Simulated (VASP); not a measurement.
An input for Quantum ESPRESSO's pw.x (written as the equivalent of a VASP run, and not itself run):

```
&CONTROL
  calculation = 'scf'
  pseudo_dir = './pseudo'
  outdir = './out'
  tprnfor = .true.
  tstress = .true.
/
&SYSTEM
  ibrav = 0
  nat = 3
  ntyp = 2
  ecutwfc = 88
  occupations = 'smearing'
  smearing = 'gaussian'
  degauss = 0.003675
  input_dft = 'pbe'
/
&ELECTRONS
  conv_thr = 7.3e-08
  electron_maxstep = 100
/
ATOMIC_SPECIES
  Be 9.012 Be.upf
  C 12.011 C.upf
CELL_PARAMETERS angstrom
     0.0000000    2.1700000    2.1700000
     2.1700000    0.0000000    2.1700000
     2.1700000    2.1700000    0.0000000
ATOMIC_POSITIONS crystal
  Be   0.2500000  0.2500000  0.2500000
  Be   0.7500000  0.7500000  0.7500000
  C    0.0000000  0.0000000  0.0000000
K_POINTS automatic
  8 8 8 0 0 0
```

Q: Translate this input to VASP (INCAR, KPOINTS, POSCAR, choice of POTCAR).

A: This is not unique; one that fits is 
### POSCAR
```
Be2C
1
    0.0000000000     2.1700000000     2.1700000000
    2.1700000000     0.0000000000     2.1700000000
    2.1700000000     2.1700000000     0.0000000000
Be C
2 1
Direct
  0.2500000000   0.2500000000   0.2500000000
  0.7500000000   0.7500000000   0.7500000000
  0.0000000000   0.0000000000   0.0000000000
```

**INCAR**
```
# general
SYSTEM  =  Be2C
PREC    =  Accurate
ENCUT   =  520
LREAL   =  .FALSE.   # projection in real space or not
LASPH   =  .TRUE.   # aspherical one-centre terms

# electronic loop
EDIFF   =  1E-6
NELM    =  100   # most electronic steps
ALGO    =  Normal   # blocked Davidson

# smearing
ISMEAR  =  0   # Gaussian
SIGMA   =  0.05

# functional
GGA     =  PE

# ions
ISIF    =  2   # forces and stress, cell fixed

# output
LWAVE   =  .FALSE.
LCHARG  =  .FALSE.
```

**KPOINTS**
```
Regular mesh
0
G
 8 8 8
```

POTCAR, in this order: Be C (PBE.64 set). Program: vasp_std.

Limits of the translation: the potentials are each code's own (VASP's PAW set, PseudoDojo norm-conserving files in pw.x), so ENCUT and ecutwfc are chosen apart and not converted; conv_thr bounds pw.x's estimated SCF error, while EDIFF bounds the energy change between steps.

The compound is Be2C in the antifluorite structure. The cell was not relaxed at this level.
